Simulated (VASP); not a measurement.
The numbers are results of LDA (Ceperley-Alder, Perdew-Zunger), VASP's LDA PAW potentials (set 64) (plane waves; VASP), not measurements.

The input files of a VASP run:

**POSCAR**
```
CeO2
1
    3.8660710000     0.0000000000     0.0000000000
   -3.8660710000     3.8660710000     0.0000000000
    0.0000000000     0.0000000000    14.1006000000
Ce O
2 4
Direct
 -0.0173320000   0.0017230000   0.6539940000
  0.0110420000   0.5159470000   0.4549020000
  0.4920120000   0.4871850000   0.3469690000
  0.5292640000  -0.0101540000   0.3479910000
  0.5149030000   0.0186840000   0.5483230000
  0.4701130000   0.4866150000   0.5508820000
```

**INCAR**
```
# general
SYSTEM =CeO2
PREC   =Accurate
ENCUT  =320   # plane-wave cut-off (eV)
LREAL  =.False.   # projection in real space or not
LASPH  =.True.   # aspherical one-centre terms

# electronic loop
EDIFF  =1E-6   # SCF stop (eV)
NELM   =100
ALGO   =Normal   # blocked Davidson
LMAXMIX=6   # l cut-off of mixed one-centre charges

# smearing
ISMEAR =-1   # Fermi-Dirac
SIGMA  =0.272

# ions
ISIF   =2

# output
LWAVE  =.False.
LCHARG =.False.
```

KPOINTS:
```
Automatic mesh
0
Gamma
2 2 1
0 0 0
```

POTCAR, in this order: Ce O (LDA.64 set). Program: vasp_std.

The resulting files:

File OUTCAR:
```
 ion  position               nearest neighbor table
   1  0.983  0.002  0.654-   6 2.37   5 2.40   6 2.47   5 2.49
   2  0.011  0.516  0.455-   6 2.33   5 2.33   5 2.35   4 2.38   6 2.40   3 2.43   3 2.49   4 2.54
  LATTYP: Found a simple tetragonal cell.
 ALAT       =     3.8660710000
 C/A-ratio  =     3.6472687646
 Subroutine PRICEL returns:
 Original cell was already a primitive cell.
 Subroutine GETGRP returns: Found  1 space group operations
The static configuration has the point symmetry C_1 .
The dynamic configuration has the point symmetry C_1 .
 Subroutine INISYM returns: Found  1 space group operations
 Subroutine IBZKPT returns following result:
 Found      4 irreducible k-points:

 Following reciprocal coordinates:
            Coordinates               Weight
  0.000000  0.000000  0.000000      1.000000
  0.500000  0.000000  0.000000      1.000000
  0.000000  0.500000  0.000000      1.000000
  0.500000  0.500000  0.000000      1.000000
   k-points           NKPTS =      4   k-points in BZ     NKDIM =      4   number of bands    NBANDS=     28
   number of dos      NEDOS =    301   number of ions     NIONS =      6
   total plane-waves  NPLWV =  64512
   dimension x,y,z NGX =    24 NGY =   32 NGZ =   84
   dimension x,y,z NGXF=    48 NGYF=   64 NGZF=  168
   ions per type =               2   4
   PREC   = accura    normal or accurate (medium, high low for compatibility)
   ISTART =      0    job   : 0-new  1-cont  2-samecut
   ICHARG =      2    charge: 1-file 2-atom 10-const
   ISPIN  =      1    spin polarized calculation?
   LNONCOLLINEAR =      F non collinear calculations
   LSORBIT =      F    spin-orbit coupling
   INIWAV =      1    electr: 0-lowe 1-rand  2-diag
   ENCUT  =  320.0 eV  23.52 Ry    4.85 a.u.   5.64  7.97 20.57*2*pi/ulx,y,z
   NELM   =    100;   NELMIN=  2; NELMDL= -5     # of ELM steps
   EDIFF  = 0.1E-05   stopping-criterion for ELM
   LREAL  =      F    real-space projection
   NLSPLINE    = F    spline interpolate recip. space projectors
   LMAXMIX     =    6 max onsite mixed and CHGCAR
...
```

OSZICAR:
```
...
DAV:  12    -0.133702912516E+03   -0.30181E+02   -0.34634E+02   360   0.152E+02    0.792E+02
DAV:  13    -0.104981233670E+03    0.28722E+02   -0.36146E+01   344   0.394E+01    0.771E+02
DAV:  14    -0.969580602323E+02    0.80232E+01   -0.30165E+01   376   0.408E+01    0.877E+02
DAV:  15    -0.102256219362E+03   -0.52982E+01   -0.74757E+00   336   0.157E+01    0.827E+02
DAV:  16    -0.978124033846E+02    0.44438E+01   -0.13767E+00   380   0.779E+00    0.842E+02
DAV:  17    -0.976918654891E+02    0.12054E+00   -0.16000E-01   344   0.249E+00    0.841E+02
DAV:  18    -0.966586410385E+02    0.10332E+01   -0.51163E-02   408   0.175E+00    0.841E+02
DAV:  19    -0.900459251629E+02    0.66127E+01   -0.14859E+00   316   0.924E+00    0.848E+02
DAV:  20    -0.880967738051E+02    0.19492E+01   -0.53312E+00   328   0.179E+01    0.854E+02
DAV:  21    -0.886387185107E+02   -0.54194E+00   -0.88065E-01   420   0.526E+00    0.842E+02
DAV:  22    -0.875144447570E+02    0.11243E+01   -0.11313E-01   376   0.231E+00    0.846E+02
DAV:  23    -0.887631007468E+02   -0.12487E+01   -0.43344E-02   416   0.188E+00    0.846E+02
DAV:  24    -0.938079620211E+02   -0.50449E+01   -0.12318E+00   288   0.893E+00    0.828E+02
DAV:  25    -0.881316793299E+02    0.56763E+01   -0.37104E+01   312   0.434E+01    0.803E+02
DAV:  26    -0.779094366255E+02    0.10222E+02   -0.71736E+00   376   0.213E+01    0.804E+02
DAV:  27    -0.758647486327E+02    0.20447E+01   -0.12584E+00   360   0.771E+00    0.793E+02
DAV:  28    -0.764945696302E+02   -0.62982E+00   -0.18812E+00   376   0.105E+01    0.692E+02
DAV:  29    -0.762186848666E+02    0.27588E+00   -0.51500E+00   308   0.225E+01    0.798E+02
DAV:  30    -0.757541735896E+02    0.46451E+00   -0.59035E-01   316   0.581E+00    0.776E+02
DAV:  31    -0.757083502563E+02    0.45823E-01   -0.24297E+00   296   0.122E+01    0.669E+02
DAV:  32    -0.761130800773E+02   -0.40473E+00   -0.16021E+00   392   0.903E+00    0.559E+02
DAV:  33    -0.774517047913E+02   -0.13386E+01   -0.44675E-01   364   0.453E+00    0.491E+02
DAV:  34    -0.763693802258E+02    0.10823E+01   -0.26134E+00   320   0.137E+01    0.596E+02
DAV:  35    -0.774360333773E+02   -0.10667E+01   -0.55696E-01   308   0.617E+00    0.514E+02
DAV:  36    -0.772535530603E+02    0.18248E+00   -0.14329E-01   376   0.235E+00    0.502E+02
DAV:  37    -0.768183668271E+02    0.43519E+00   -0.31340E-02   352   0.139E+00    0.505E+02
DAV:  38    -0.719671292520E+02    0.48512E+01   -0.82167E-01   328   0.710E+00    0.516E+02
DAV:  39    -0.649213035282E+02    0.70458E+01   -0.24035E+00   328   0.121E+01    0.551E+02
DAV:  40    -0.645139911525E+02    0.40731E+00   -0.59687E-01   352   0.443E+00    0.543E+02
DAV:  41    -0.631042277469E+02    0.14098E+01   -0.54417E-01   344   0.587E+00    0.565E+02
DAV:  42    -0.618851211817E+02    0.12191E+01   -0.60270E-01   332   0.644E+00    0.570E+02
DAV:  43    -0.588879765421E+02    0.29971E+01   -0.71088E-01   356   0.699E+00    0.563E+02
DAV:  44    -0.586828040950E+02    0.20517E+00   -0.23438E-01   404   0.328E+00    0.549E+02
DAV:  45    -0.584613231250E+02    0.22148E+00   -0.45926E-02   376   0.153E+00    0.543E+02
DAV:  46    -0.584884649366E+02   -0.27142E-01   -0.55839E-03   404   0.434E-01    0.540E+02
DAV:  47    -0.561221001106E+02    0.23664E+01   -0.34353E+00   324   0.961E+00    0.576E+02
DAV:  48    -0.561299189104E+02   -0.78188E-02   -0.21969E-01   352   0.294E+00    0.576E+02
DAV:  49    -0.560585880948E+02    0.71331E-01   -0.37237E-02   416   0.120E+00    0.579E+02
DAV:  50    -0.560563075895E+02    0.22805E-02   -0.39871E-03   384   0.327E-01    0.577E+02
DAV:  51    -0.225827861282E+03   -0.16977E+03   -0.15269E+03   336   0.846E+01    0.433E+03
DAV:  52    -0.216963921528E+03    0.88639E+01   -0.17573E+02   320   0.682E+01    0.987E+02
DAV:  53    -0.133894454854E+03    0.83069E+02   -0.33319E+03   368   0.228E+02    0.110E+04
DAV:  54    -0.103417963588E+03    0.30476E+02   -0.20490E+02   272   0.121E+02    0.609E+02
DAV:  55    -0.197886333559E+03   -0.94468E+02   -0.41294E+03   328   0.360E+02    0.608E+03
DAV:  56    -0.769535714965E+03   -0.57165E+03   -0.12274E+03   396   0.452E+02    0.124E+04
DAV:  57    -0.711693543347E+03    0.57842E+02   -0.25039E+02   328   0.952E+01    0.466E+03
DAV:  58    -0.360307583923E+03    0.35139E+03   -0.26728E+02   360   0.104E+02    0.538E+02
DAV:  59    -0.644452474998E+02    0.29586E+03   -0.15865E+03   340   0.289E+02    0.108E+03
DAV:  60    -0.995877325384E+02   -0.35142E+02   -0.48439E+02   392   0.986E+01    0.660E+02
DAV:  61    -0.801937025524E+02    0.19394E+02   -0.88610E+01   284   0.548E+01    0.545E+02
DAV:  62    -0.747374101862E+02    0.54563E+01   -0.76380E+01   332   0.435E+01    0.853E+02
DAV:  63    -0.741268309437E+02    0.61058E+00   -0.16323E+01   392   0.180E+01    0.780E+02
DAV:  64    -0.684315515508E+02    0.56953E+01   -0.69779E+00   372   0.102E+01    0.706E+02
DAV:  65    -0.638133574191E+02    0.46182E+01   -0.22115E+01   320   0.161E+01    0.572E+02
DAV:  66    -0.751323396305E+02   -0.11319E+02   -0.98872E+01   320   0.354E+01    0.452E+02
DAV:  67    -0.816933193409E+02   -0.65610E+01   -0.29132E+01   288   0.206E+01    0.398E+02
DAV:  68    -0.805259385994E+02    0.11674E+01   -0.86739E+00   400   0.119E+01    0.435E+02
DAV:  69    -0.675020794403E+02    0.13024E+02   -0.57231E+00   336   0.177E+01    0.455E+02
DAV:  70    -0.579100944541E+02    0.95920E+01   -0.59074E+00   268   0.166E+01    0.474E+02
DAV:  71    -0.525867778022E+02    0.53233E+01   -0.75521E+00   328   0.201E+01    0.461E+02
DAV:  72    -0.507230080746E+02    0.18638E+01   -0.54681E+00   368   0.149E+01    0.371E+02
DAV:  73    -0.493418489801E+02    0.13812E+01   -0.20788E+00   380   0.938E+00    0.326E+02
DAV:  74    -0.494052801062E+02   -0.63431E-01   -0.24834E+00   324   0.898E+00    0.342E+02
DAV:  75    -0.497456501137E+02   -0.34037E+00   -0.10595E+01   320   0.147E+01    0.266E+02
DAV:  76    -0.489916188468E+02    0.75403E+00   -0.61238E+00   416   0.110E+01    0.280E+02
DAV:  77    -0.529529167391E+02   -0.39613E+01   -0.93808E+01   296   0.726E+01    0.250E+02
DAV:  78    -0.531199834017E+02   -0.16707E+00   -0.35938E+00   360   0.124E+01    0.273E+02
DAV:  79    -0.533777387703E+02   -0.25776E+00   -0.14303E+00   376   0.314E+00    0.253E+02
DAV:  80    -0.559790589543E+02   -0.26013E+01   -0.55284E+00   352   0.588E+00    0.218E+02
DAV:  81    -0.557947556577E+02    0.18430E+00   -0.41598E+01   364   0.327E+01    0.558E+02
DAV:  82    -0.569681694298E+02   -0.11734E+01   -0.17761E+01   392   0.178E+01    0.574E+02
DAV:  83    -0.564225914237E+02    0.54558E+00   -0.36165E+00   352   0.624E+00    0.535E+02
DAV:  84    -0.565679812100E+02   -0.14539E+00   -0.20842E+00   352   0.712E+00    0.480E+02
DAV:  85    -0.561373023983E+02    0.43068E+00   -0.38244E+00   408   0.876E+00    0.431E+02
DAV:  86    -0.576709850367E+02   -0.15337E+01   -0.56667E+00   368   0.116E+01    0.337E+02
DAV:  87    -0.619556123492E+02   -0.42846E+01   -0.48948E+01   336   0.286E+01    0.254E+02
DAV:  88    -0.619666194150E+02   -0.11007E-01   -0.56492E+00   400   0.108E+01    0.285E+02
DAV:  89    -0.609632403560E+02    0.10034E+01   -0.10531E+01   344   0.155E+01    0.228E+02
DAV:  90    -0.749825919489E+02   -0.14019E+02   -0.54849E+01   384   0.279E+01    0.292E+02
DAV:  91    -0.872238772956E+02   -0.12241E+02   -0.14372E+01   372   0.217E+01    0.243E+02
DAV:  92    -0.632821764259E+02    0.23942E+02   -0.10890E+02   372   0.906E+01    0.277E+02
DAV:  93    -0.639875879097E+02   -0.70541E+00   -0.47671E+01   384   0.326E+01    0.342E+02
DAV:  94    -0.672335295183E+02   -0.32459E+01   -0.96129E+00   368   0.172E+01    0.215E+02
DAV:  95    -0.621462402441E+02    0.50873E+01   -0.23242E+00   312   0.861E+00    0.241E+02
DAV:  96    -0.595359942525E+02    0.26102E+01   -0.15699E+00   328   0.722E+00    0.254E+02
DAV:  97    -0.682902433649E+02   -0.87542E+01   -0.66993E+01   336   0.280E+01    0.287E+02
DAV:  98    -0.663703975392E+02    0.19198E+01   -0.42792E+00   424   0.119E+01    0.274E+02
DAV:  99    -0.579821978705E+02    0.83882E+01   -0.41293E+01   368   0.316E+01    0.241E+02
DAV: 100    -0.576575654906E+02    0.32463E+00   -0.17269E+01   328   0.261E+01
   1 F= -.57657565E+02 E0= -.57268775E+02  d E =-.777580E+00
```

File OUTCAR:
```
------------------------ aborting loop EDIFF was not reached (unconverged)  ----------------------------
  FORCE on cell =-STRESS in cart. coord.  units (eV):
  Direction    XX          YY          ZZ          XY          YZ          ZX
  --------------------------------------------------------------------------------------
  Total      -97.1830383    -89.7518176   -119.8338299      0.3873896     -0.3785056      1.1181462
  in kB     -738.7947676   -682.3019162   -910.9882556      2.9449725     -2.8774361      8.5002547
  external PRESSURE =    -777.3616465 kB  Pullay stress =       0.0000000 kB
  volume of cell :      210.75
      direct lattice vectors                 reciprocal lattice vectors
     3.866071000  0.000000000  0.000000000     0.258660537  0.258660537  0.000000000
    -3.866071000  3.866071000  0.000000000     0.000000000  0.258660537  0.000000000
     0.000000000  0.000000000 14.100600000     0.000000000  0.000000000  0.070918968
 POSITION                                       TOTAL-FORCE (eV/Angst)
 -----------------------------------------------------------------------------------
      3.79240      0.00666      9.22171         0.054307      0.124992     -3.018701
     -1.95200      1.99469      6.41439         0.029337     -0.216589     -4.569833
      0.01866      1.88349      4.89247         0.148873      0.088270      2.768865
     -1.78064      3.82681      4.90688        -0.249550      0.141302      2.077665
      1.91842      0.07223      7.73168        -0.340845     -0.693358      1.633626
     -0.06380      1.88129      7.76777         0.357877      0.555383      1.108378
 -----------------------------------------------------------------------------------
    total drift:                                0.026930      0.437800     -0.768520
  FREE ENERGIE OF THE ION-ELECTRON SYSTEM (eV)
  ---------------------------------------------------
  free  energy   TOTEN  =       -57.6575654906 eV

  energy  without entropy=      -56.8799853904  energy(sigma->0) =      -57.26877544
```
(Selected blocks of OUTCAR.)

File stdout:
```
...
DAV:  81    -0.557947556577E+02    0.18430E+00   -0.41598E+01   364   0.327E+01    0.558E+02
DAV:  82    -0.569681694298E+02   -0.11734E+01   -0.17761E+01   392   0.178E+01    0.574E+02
DAV:  83    -0.564225914237E+02    0.54558E+00   -0.36165E+00   352   0.624E+00    0.535E+02
DAV:  84    -0.565679812100E+02   -0.14539E+00   -0.20842E+00   352   0.712E+00    0.480E+02
DAV:  85    -0.561373023983E+02    0.43068E+00   -0.38244E+00   408   0.876E+00    0.431E+02
DAV:  86    -0.576709850367E+02   -0.15337E+01   -0.56667E+00   368   0.116E+01    0.337E+02
DAV:  87    -0.619556123492E+02   -0.42846E+01   -0.48948E+01   336   0.286E+01    0.254E+02
DAV:  88    -0.619666194150E+02   -0.11007E-01   -0.56492E+00   400   0.108E+01    0.285E+02
DAV:  89    -0.609632403560E+02    0.10034E+01   -0.10531E+01   344   0.155E+01    0.228E+02
DAV:  90    -0.749825919489E+02   -0.14019E+02   -0.54849E+01   384   0.279E+01    0.292E+02
DAV:  91    -0.872238772956E+02   -0.12241E+02   -0.14372E+01   372   0.217E+01    0.243E+02
DAV:  92    -0.632821764259E+02    0.23942E+02   -0.10890E+02   372   0.906E+01    0.277E+02
DAV:  93    -0.639875879097E+02   -0.70541E+00   -0.47671E+01   384   0.326E+01    0.342E+02
DAV:  94    -0.672335295183E+02   -0.32459E+01   -0.96129E+00   368   0.172E+01    0.215E+02
DAV:  95    -0.621462402441E+02    0.50873E+01   -0.23242E+00   312   0.861E+00    0.241E+02
DAV:  96    -0.595359942525E+02    0.26102E+01   -0.15699E+00   328   0.722E+00    0.254E+02
DAV:  97    -0.682902433649E+02   -0.87542E+01   -0.66993E+01   336   0.280E+01    0.287E+02
DAV:  98    -0.663703975392E+02    0.19198E+01   -0.42792E+00   424   0.119E+01    0.274E+02
DAV:  99    -0.579821978705E+02    0.83882E+01   -0.41293E+01   368   0.316E+01    0.241E+02
DAV: 100    -0.576575654906E+02    0.32463E+00   -0.17269E+01   328   0.261E+01

 -----------------------------------------------------------------------------
|                                                                             |
|           W    W    AA    RRRRR   N    N  II  N    N   GGGG   !!!           |
|           W    W   A  A   R    R  NN   N  II  NN   N  G    G  !!!           |
|           W    W  A    A  R    R  N N  N  II  N N  N  G       !!!           |
|           W WW W  AAAAAA  RRRRR   N  N N  II  N  N N  G  GGG   !            |
|           WW  WW  A    A  R   R   N   NN  II  N   NN  G    G                |
|           W    W  A    A  R    R  N    N  II  N    N   GGGG   !!!           |
|                                                                             |
|     The electronic self-consistency was not achieved in the given           |
|     number of steps (NELM). The forces and other quantities evaluated       |
|     might not be reliable so examine the results carefully. If you find     |
|     spurious results, we suggest increasing NELM, if you were close to      |
|     convergence or switching to a different ALGO or adjusting the           |
|     density mixing parameters otherwise.                                    |
|                                                                             |
 -----------------------------------------------------------------------------

   1 F= -.57657565E+02 E0= -.57268775E+02  d E =-.777580E+00
```

The run did not converge; its last values are not results.

At this cut-off the stress carries a Pulay error, which pulls relaxed volumes low. The cell holds a wide vacuum, so values per volume refer to the whole cell.

The cell is a sheet with vacuum, built from a database entry that may be metastable or hypothetical. The run is not spin-polarised, so no magnetic state was tried.
